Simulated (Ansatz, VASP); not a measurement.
# InP in two plane-wave programs, part 2 of 2

Aim: how closely do two programs agree when they are given the same cell, functional and k mesh? The cell is taken from a series of runs on this material, whose earlier steps may have relaxed, scaled, displaced or heated it; both programs get it as it stands.

VASP 6.6.1 and Ansatz 0.2.0.

So far: Set-up; VASP: zone-centre phonons, PBE.

### Step 3. Ansatz: zone-centre phonons, PBE

Level of this step: Ansatz beside VASP: Kohn-Sham DFT, plane waves, PBE (Ansatz).

Ansatz runs on its PAW soft_1 files.

The same cell, functional and mesh now go to Ansatz, which takes its cutoff from its data sets.

The input, input.yaml:

```yaml
crystal:
  lattice:
    - [0.0, 2.8770230457, 2.8770230457]
    - [2.8770230457, 0.0, 2.8770230457]
    - [2.8770230457, 2.8770230457, 0.0]
  atoms:
    - { symbol: P, position: [0.75, 0.75, 0.75] }
    - { symbol: In, position: [0.0, 0.0, 0.0] }
kpoints:
  mp_grid: { grid: [20, 20, 20] }
hamiltonian:
  xc: pbe
  pseudopotentials: { kind: paw, azcp: { folder: soft_1 } }
scf:
  occupations: { method: fixed }
output:
  eigenvalues: true
phonons:
  method: dfpt
  dielectric: true
  rigid_motions: translations
```

Launch:

```bash
$ ansatz run input.yaml --threads 4 --pin off --max-ram 10240MiB --backend cpu --events-out ev --progress --plain --runs-dir out
```

Numbers of over 12 decimals in the logs are rounded to 6 here.

The log of the run:

```text
Engine: ansatz 0.2.0, aarch64-unknown-linux-gnu
Pseudopotentials: kind: paw
Pseudopotential: P, paw, valence charge 5, recommended cutoff 420 eV (normal), soft_1/P.paw.azcp
Pseudopotential: In, paw, valence charge 13, recommended cutoff 420 eV (normal), soft_1/In.paw.azcp
Functional definition: PBE
  parameter kappa = 0.804
  parameter beta = 0.066725
  exchange = pbe_x(kappa = kappa, mu = beta*pi^2/3)
  correlation = pbe_c(beta = beta)
Crystal: 2 atoms, lattice volume = 47.628 Å³
Basis set: ecut = 420 eV, 941 PW (Γ), exchange–correlation on 60×60×60 points (8 copies of the dense FFT grid, shifted against one another)
Bands: 13, of which v1, the nominal top of the filled ones, is band 9 counted from 1 (8 counted from 0)
Symmetry: 24 space group operations
k-points: 1166 of 8000 (irreducible under 4 space group operations, time reversal used)
Non-local potential: P, projectors of the file, l = 0: 2, l = 1: 2, l = 2: 1
Non-local potential: In, projectors of the file, l = 0: 2, l = 1: 2, l = 2: 2, l = 3: 1
PAW form: soft (Blöchl's): semilocal exchange-correlation on the pseudo side does not see the compensation charge
PAW one-centre angular grid: P, 110 points (default); XC on 64 Gauss nodes
PAW one-centre angular grid: In, 590 points (default); XC on 64 Gauss nodes
Initial density: superposition of atomic densities (chi_scale 0.1, normalization cell, long waves kept (reshape's long-wave potential 0.00 eV rms))
Initial wavefunctions: pseudopotential atomic-orbital guess
Functional: x = pbe(κ = 0.804, μ = 0.219515), c = pbe(β = 0.066725)
SCF iter   1: F=—  HF=-6354.205804 eV  |F-HF|=—  |Δ(HF+E_count)|=         —  Δρ=3.70e-2  dr2=9.26e-1  ethr=3.10e-3  ⟨swp⟩=5.0  Hψ=81852  notcnv=0  defer=2207
preconditioner: auto → none  [insulator: Δε(μ)=1.290 eV  Ē_g=14.716 eV  n_scr=14 (ndim 8)  ℏωp=22.8 eV  f_vac=0.000  ε∞_Penn≈3.4]
SCF iter   2: F=—  HF=-6353.963828 eV  |F-HF|=—  |Δ(HF+E_count)|=   2.42e-1  Δρ=1.64e-2  dr2=8.69e-2  ethr=3.10e-3  ⟨swp⟩=3.2  Hψ=33221  notcnv=0  defer=2216
SCF iter   3: F=—  HF=-6353.956464 eV  |F-HF|=—  |Δ(HF+E_count)|=   7.36e-3  Δρ=6.61e-3  dr2=1.40e-2  ethr=4.83e-4  ⟨swp⟩=2.6  Hψ=23940  notcnv=0  defer=2292
SCF iter   4: F=—  HF=-6353.956993 eV  |F-HF|=—  |Δ(HF+E_count)|=   5.29e-4  Δρ=1.15e-3  dr2=4.47e-4  ethr=7.77e-5  ⟨swp⟩=3.8  Hψ=29133  notcnv=0  defer=2316
SCF iter   5: F=—  HF=-6353.956877 eV  |F-HF|=—  |Δ(HF+E_count)|=   1.17e-4  Δρ=2.23e-4  dr2=1.10e-5  ethr=2.48e-6  ⟨swp⟩=2.0  Hψ=28000  notcnv=0  defer=2316
SCF iter   6: F=—  HF=-6353.956887 eV  |F-HF|=—  |Δ(HF+E_count)|=   1.07e-5  Δρ=2.10e-5  dr2=1.52e-7  ethr=6.10e-8  ⟨swp⟩=2.1  Hψ=20810  notcnv=0  defer=2158
SCF iter   7: F=—  HF=-6353.956888 eV  |F-HF|=—  |Δ(HF+E_count)|=   2.84e-7  Δρ=2.76e-6  dr2=4.20e-9  ethr=8.46e-10  ⟨swp⟩=2.1  Hψ=25796  notcnv=0  defer=1538
SCF iter   8: F=-6353.956888 eV  HF=-6353.956888 eV  |F-HF|=1.82e-11  |Δ(HF+E_count)|=   1.30e-9  Δρ=3.66e-7  dr2=6.18e-11  ethr=1.00e-12  ⟨swp⟩=10.0  Hψ=124884  notcnv=0
SCF 1 converged in 8 iterations: F = -6353.956888 eV  dr2 = 6.18e-11
  Residual-converged pass: ⟨swp⟩=1.0  Hψ=19841  notcnv=0  max |occ|·‖R‖ = 7.1e-9 eV (tolerance 1.0e-8 eV)  dr2=6.18e-11  dr2_onsite=1.04e-11  max |Δocc| = 0.0e0
  greatest PAW one-centre occupation: 0.981 electrons in one spin orbital (limit 2), on the In atom at site 1 (counted from 0), in its partial waves of l = 2
NSCF: frozen V_eff on 1 k-points
DFPT response loops at Γ: preconditioner auto → none (the input reference at scf.mixing.eps_inf says where Resta's filter doesn't serve); β = 0.50; Broyden in place of MSR1
── the response to a field inside a basis, on 20×20×20 k-points: an SCF that follows is theirs, and a resumed run solves both again ──
Bands: 10, of which v1, the nominal top of the filled ones, is band 9 counted from 1 (8 counted from 0)
k-points: 770 of 8000 (irreducible under 6 space group operations, time reversal used)
Initial density: handed on by an earlier stage of this run
Initial wavefunctions: pseudopotential atomic-orbital guess (no wavefunctions were taken with the density)
Eigensolver: Dense (770 Hₖ)
SCF iter   1: F=—  HF=-6353.954150 eV  |F-HF|=—  |Δ(HF+E_count)|=         —  Δρ=1.23e-4  dr2=1.19e-6  ethr=1.00e-1
preconditioner: auto → none  [insulator: Δε(μ)=1.121 eV  Ē_g=12.821 eV  n_scr=14 (ndim 8)  ℏωp=22.8 eV  f_vac=0.008  ε∞_Penn≈4.2]
SCF iter   2: F=—  HF=-6353.954151 eV  |F-HF|=—  |Δ(HF+E_count)|=   1.38e-6  Δρ=6.09e-5  dr2=3.63e-7  ethr=6.59e-9
SCF iter   3: F=-6353.954152 eV  HF=-6353.954152 eV  |F-HF|=2.88e-8  |Δ(HF+E_count)|=   6.61e-7  Δρ=1.20e-5  dr2=4.53e-8  ethr=2.02e-9
SCF 1 converged in 3 iterations: F = -6353.954152 eV  dr2 = 4.53e-8
DFPT response loops at Γ: mixed as the last ones told, above
SCF converged after 8 iterations
Free energy (F): -6353.956888 eV
Harris-Foulkes:  -6353.956888 eV  (|F-HF|=1.82e-11)
Internal energy: -6353.956888 eV  (E = F + TS)
E sigma→0 (E₀):  -6353.956888 eV
Fermi energy:    7.756089 eV
--- Per-component energies (eV) ---
  E_band       = -40.962330
  E_kinetic    = 289.911934
  E_local      = -1297.635179  (includes V_loc(G=0)·N_el)
  E_nonlocal   = 359.855554
  E_hartree    = 522.323539
  E_xc         = -216.391257
  E_vxc        = -151.209546  (∫ρ·V_xc dr)
  E_paw        = -4768.623309  (= ΣΔE_a)
  E_vpaw       = -286.532363  (= ΣTr[D̂ρ^β])
  E_aug_tail   = 0.000153  (compensation charges beyond the density's cutoff)
  E_ewald      = -1243.398324
  E_smearing   = -0.000000  (= −TS)
  E_closure    = 0.000000  (closes the sum)
  Σ components = -6353.956888   (vs F -6353.956888, Δ=0.00e0)
--- Band table (eV; the first three rows and the last of 1166) ---
  k-point 0: bands = [... 5 lower, -4.1549, 7.7561, 7.7561, 7.7561, 8.7694, 11.8374, 11.8374, 11.8374]
  k-point 1: bands = [... 5 lower, -4.1232, 7.3494, 7.7198, 7.7198, 9.0769, 11.8485, 11.8913, 11.8913]
  k-point 2: bands = [... 5 lower, -4.0290, 6.6168, 7.6194, 7.6194, 9.4902, 11.9365, 12.0382, 12.0382]
  k-point 1165: bands = [... 5 lower, -1.4212, 1.9235, 4.5653, 4.5872, 12.0450, 12.3556, 13.4554, 13.9520]
--- Phonons (Γ-DFPT): 2 representative perturbations + reference, on 1166 of 8000 k-points (Σ response iterations 6) ---
  k mesh reduced under 4 symmetry operations, with k and −k counted as one. Each operation leaves every solved perturbation unchanged. A smaller set is not considered because the run solves the response to a homogeneous field
  ASR residual: 7.588e-5 → 0.000e0 eV/Å²; symmetrization residual: 4.327e-6 eV/Å²
  ASR residual per site (eV/Å²): 6.95e-5 7.59e-5
  Γ frequencies (cm⁻¹): 0.00 0.00 0.00 325.88 325.88 325.88
  ε∞ (high-frequency dielectric tensor):
       10.254007     0.000000    -0.000000
        0.000000    10.254007     0.000000
       -0.000000     0.000000    10.254007
  ε⁰ (static dielectric tensor: ions relaxed, cell fixed):
       12.642038     0.000000    -0.000000
        0.000000    12.642038     0.000000
       -0.000000     0.000000    12.642038
  ε⁰ − ε∞ (ionic part):
        2.388031    -0.000000     0.000000
       -0.000000     2.388031    -0.000000
        0.000000    -0.000000     2.388031
  softest optical mode at Γ: 325.88 cm⁻¹; the repairs (sum rule, projections) moved no ω² at Γ by more than (0.92 cm⁻¹)²
  Born effective charges Z* (e; rows j = field, columns β = displacement):
    site 0:
        -2.44698    0.00000    0.00000
         0.00000   -2.44698   -0.00000
        -0.00000   -0.00000   -2.44698
    site 1:
         2.44698   -0.00000   -0.00000
        -0.00000    2.44698    0.00000
         0.00000    0.00000    2.44698
  Z* charge neutrality: 4.400e-4 e pre-enforcement
  solved inside a basis spanned on kpoints, on 20×20×20 k-points, its susceptibility summed on 24×24×24: ε∞ is read to err by 3.3e-2, Z* by 1.4e-2 e (field_mesh: kpoints solves on kpoints); Z* is corrected for what the basis lacks
  optical modes at Γ without the LO–TO term, one row a degenerate level:
      ω (cm⁻¹)  modes    IR ((D/Å)²/amu)
        325.88      3            16.9892
  optical modes at Γ + LO–TO along q̂ = [1.0000, 0.0000, 0.0000]:
      ω (cm⁻¹)  modes    IR ((D/Å)²/amu)
        325.88      2            11.3261
        361.84      1             5.6631
  optical modes at Γ + LO–TO along q̂ = [0.0000, 1.0000, 0.0000]:
      ω (cm⁻¹)  modes    IR ((D/Å)²/amu)
        325.88      2            11.3261
        361.84      1             5.6631
  optical modes at Γ + LO–TO along q̂ = [0.0000, 0.0000, 1.0000]:
      ω (cm⁻¹)  modes    IR ((D/Å)²/amu)
        325.88      2            11.3261
        361.84      1             5.6631
```

Reading the cycles: dr2 is the Hartree energy of the density residual (eV), the measure of convergence; HF is the Harris–Foulkes estimate of the energy, which meets the free energy F at convergence.

### Step 4. Side by side

Known differences besides the potentials themselves: fixed occupations in Ansatz, narrow Gaussian smearing in VASP; VASP's response is taken on the typed mesh, Ansatz refines its own for the field response alone; the cutoff is 420 eV in Ansatz and 500 eV in VASP. Total energies have different zeros and are not compared.

Compared:

| quantity | Ansatz | VASP | difference |
| --- | --- | --- | --- |
| ε∞ xx | 10.25 | 10.24 | +0.15 % |
| ε∞ yy | 10.25 | 10.24 | +0.15 % |
| ε∞ zz | 10.25 | 10.24 | +0.15 % |
| Born charge of P1 (mean of the diagonal) (e) | -2.45 | -2.46 | +0.02 |
| Born charge of In2 (mean of the diagonal) (e) | 2.45 | 2.46 | -0.02 |
| optical mode 1 to 3 (cm⁻¹) | 325.9 | 324.2 | +0.51 % |

Modes are paired by rising frequency, not by their patterns, so a pair may set unlike modes beside each other; they are those without the splitting of longitudinal modes.

### Step 5. Results

```
r.m.s. difference of the optical zone-centre modes, each program's sorted by frequency (zone-centre phonons, PBE) : 1.6 cm⁻¹
difference in optical mode 1 to 3 (zone-centre phonons, PBE)                                                      : +0.5 %
```

What this shows: The r.m.s. difference of the optical zone-centre modes, each program's sorted by frequency is 1.6 cm⁻¹ (zone-centre phonons, PBE). Among the rows given in per cent, the largest difference of the zone-centre phonons, PBE pair is in optical mode 1 to 3, +0.5 %. Such differences can come from data sets, numerical settings and the points named under the comparisons, not from the functional's error against experiment.

[Lines on the potential files, build, host, timing and source positions are cut from VASP's logs without a mark.]

[Logs are printed without paths, hosts, clocks, repeated set-up lines and the standing remarks that a program may print on its own settings, such as how far it seeks lower states.]

[Hosts, paths, dates, database ids (printed as entryN), source tags and the programs' standing remarks are cut or masked in the printed files.]
